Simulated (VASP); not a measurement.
Given:

```
CaB6
1.0
    4.14775     0.00000     0.00000
    0.00000     4.14775     0.00000
    0.00000     0.00000     4.14775
Ca B
1 6
Direct
  0.00000   0.00000   0.00000
  0.79824   0.50000   0.50000
  0.50000   0.20176   0.50000
  0.50000   0.79824   0.50000
  0.20176   0.50000   0.50000
  0.50000   0.50000   0.79824
  0.50000   0.50000   0.20176
```

All values below come from PBE GGA, VASP's PBE PAW potentials (set 64) (plane waves; VASP). Run with 520 eV cut-off, 6×6×6 Γ-centred mesh, tetrahedra with Blöchl corrections, potentials Ca_sv B.

Task: Estimate the energy per atom (σ→0).

Result: 
```json
{
 "energy per atom (σ→0)": "-6431 meV/atom"
}
```

Total energies compare only between runs with the same potentials, cut-off and functional.

The compound is CaB6 in the cab6 structure. It was relaxed first.
